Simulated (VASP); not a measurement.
A run of VASP 6.6.1 is set up as follows.

File INCAR:

```
PREC     = Accurate       # precision mode
ENCUT    = 600            # plane-wave cutoff, eV
EDIFF    = 1E-6           # SCF threshold, eV
ISMEAR   = 0              # smearing method
SIGMA    = 0.05           # smearing width, eV
LREAL    = False          # projectors in reciprocal space
LASPH    = True           # aspherical terms in the spheres
NELM     = 60             # most SCF steps
ALGO     = Normal         # electronic algorithm
ISIF     = 3              # what is computed and relaxed
LWAVE    = False          # write WAVECAR
LCHARG   = False          # write CHGCAR
GGA      = PE             # functional
IBRION   = 2              # ionic algorithm
NSW      = 40             # ionic steps
EDIFFG   = -0.005         # ionic threshold
```

File KPOINTS:

```
Automatic mesh
0
Gamma
  6 6 6
```

POSCAR

```
Zr3MoC
1.0
    4.9425100000      0.0000000000      0.0000000000
    0.0000000000      4.9425100000      0.0000000000
    0.0000000000      0.0000000000      4.9425100000
Zr Mo C
3 1 1
Direct
    0.5000000000      0.0000000000      0.0000000000
    0.0000000000      0.5000000000      0.0000000000
    0.0000000000      0.0000000000      0.5000000000
    0.0000000000      0.0000000000      0.0000000000
    0.5000000000      0.5000000000      0.5000000000
```

Potentials or basis: VASP PAW PBE potentials, release 64 (Zr_sv, Mo_sv, C).

Launch:

```bash
$ cat potpaw_PBE.64/Zr_sv/POTCAR potpaw_PBE.64/Mo_sv/POTCAR potpaw_PBE.64/C/POTCAR > POTCAR
$ mpirun -np 1 vasp_std > vasp.out
```

Question: What does it give for the space group after relaxing (to 0.05 Å)?

Answer: Pm-3m (No. 221).

Question: Predict the relaxed volume.

Answer: 24.08 Å³/atom.

Question: Predict the relaxed cell.

Answer: a = 4.938 Å, b = 4.938 Å, c = 4.938 Å, α = 90.00°, β = 90.00°, γ = 90.00°.

Step by step:
| step | energy change (eV) | largest force (eV/Å) | pressure (GPa) | volume (Å³) |
| --- | --- | --- | --- | --- |
| 1 | 0.0000 | 0.0000 | -0.22 | 120.74 |
| 2 | -0.0002 | 0.0000 | 0.13 | 120.17 |
| 3 | -0.0002 | 0.0000 | 0.00 | 120.38 |
